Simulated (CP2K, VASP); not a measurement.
VASP input:

File POSCAR:
```
Hf2Ni
1
   -3.1778700000     3.1778700000     2.6180400000
    3.1778700000    -3.1778700000     2.6180400000
    3.1778700000     3.1778700000    -2.6180400000
Hf Ni
4 2
Direct
  0.8158340000   0.6492100000   0.4889940000
  0.1933030000   0.3639260000   0.5147400000
  0.6637150000   0.1581920000   0.8339950000
  0.3255300000   0.8366190000   0.1606400000
  0.7446590000   0.7425640000   0.0068300000
  0.2569590000   0.2494910000  -0.0051990000
```

File KPOINTS:
```
Automatic mesh
0
Gamma
6 6 6
0 0 0
```

INCAR:
```
# general
SYSTEM   =  Hf2Ni
PREC     =  Accurate
ENCUT    =  300
LREAL    =  F   # projection in real space or not
LASPH    =  T

# electronic loop
EDIFF    =  1E-6   # SCF stop (eV)
NELM     =  100   # most electronic steps
ALGO     =  Normal   # blocked Davidson
LMAXMIX  =  6   # l cut-off of mixed one-centre charges

# smearing
ISMEAR   =  -1
SIGMA    =  0.1   # width (eV)

# functional
GGA      =  PS   # PBEsol

# ions
ISIF     =  2   # forces and stress, cell fixed

# output
LWAVE    =  F
LCHARG   =  F
```

POTCAR, in this order: Hf_pv Ni (PBE.64 set). Program: vasp_std.

**Question.** Translate it to CP2K.

**Answer.** One input that does it (PBEsol, GPW, DZVP-MOLOPT-SR-GTH basis, GTH-PBE potentials (GTH_POTENTIALS)):
```
&GLOBAL
  PROJECT run
  RUN_TYPE ENERGY_FORCE
  PRINT_LEVEL LOW
&END GLOBAL
&FORCE_EVAL
  METHOD Quickstep
  STRESS_TENSOR ANALYTICAL
  &DFT
    BASIS_SET_FILE_NAME BASIS_MOLOPT
    POTENTIAL_FILE_NAME GTH_POTENTIALS
    &QS
      METHOD GPW
      EPS_DEFAULT 1E-10
    &END QS
    &MGRID
      CUTOFF 600
      REL_CUTOFF 40
      NGRIDS 5
    &END MGRID
    &SCF
      SCF_GUESS ATOMIC
      EPS_SCF 1E-6
      MAX_SCF 100
      ADDED_MOS 14
      &DIAGONALIZATION
        ALGORITHM STANDARD
      &END DIAGONALIZATION
      &MIXING
        METHOD BROYDEN_MIXING
        ALPHA 0.3
        NBUFFER 12
      &END MIXING
      &SMEAR ON
        METHOD FERMI_DIRAC
        ELECTRONIC_TEMPERATURE [K] 1160.45
      &END SMEAR
    &END SCF
    &KPOINTS
      SCHEME MONKHORST-PACK 6 6 6
      GAMMA_CENTERED T
    &END KPOINTS
    &XC
      &XC_FUNCTIONAL
        &PBE
          PARAMETRIZATION PBESOL
        &END PBE
      &END XC_FUNCTIONAL
    &END XC
    &PRINT
      &MO
        EIGENVALUES T
        OCCUPATION_NUMBERS T
        NDIGITS 8
        FILENAME mo
        &EACH
          QS_SCF 0
        &END EACH
        ADD_LAST NUMERIC
      &END MO
      &MULLIKEN OFF
      &END MULLIKEN
    &END PRINT
  &END DFT
  &SUBSYS
    &CELL
      ABC 5.20113900 5.20113862 5.20113926
      ALPHA_BETA_GAMMA 104.67703356 104.67703677 119.55504468
      PERIODIC XYZ
    &END CELL
    &COORD
      SCALED
      Hf       0.81583400     0.64921000     0.48899400
      Hf       0.19330300     0.36392600     0.51474000
      Hf       0.66371500     0.15819200     0.83399500
      Hf       0.32553000     0.83661900     0.16064000
      Ni       0.74465900     0.74256400     0.00683000
      Ni       0.25695900     0.24949100    -0.00519900
    &END COORD
    &KIND Hf
      BASIS_SET DZVP-MOLOPT-SR-GTH-q12
      POTENTIAL GTH-PBE-q12
    &END KIND
    &KIND Ni
      BASIS_SET DZVP-MOLOPT-SR-GTH-q18
      POTENTIAL GTH-PBE-q18
    &END KIND
  &END SUBSYS
  &PRINT
    &FORCES ON
    &END FORCES
    &STRESS_TENSOR ON
    &END STRESS_TENSOR
  &END PRINT
&END FORCE_EVAL
```
The two runs describe the same crystal, functional and task. Each code takes its own potentials, basis and convergence tests.

The structure comes from a computed database's Hf2Ni entry (I4/mcm); how it stands against other phases isn't given here. The cell was not relaxed at this level, atoms are displaced from their ideal sites, and it may have been scaled.
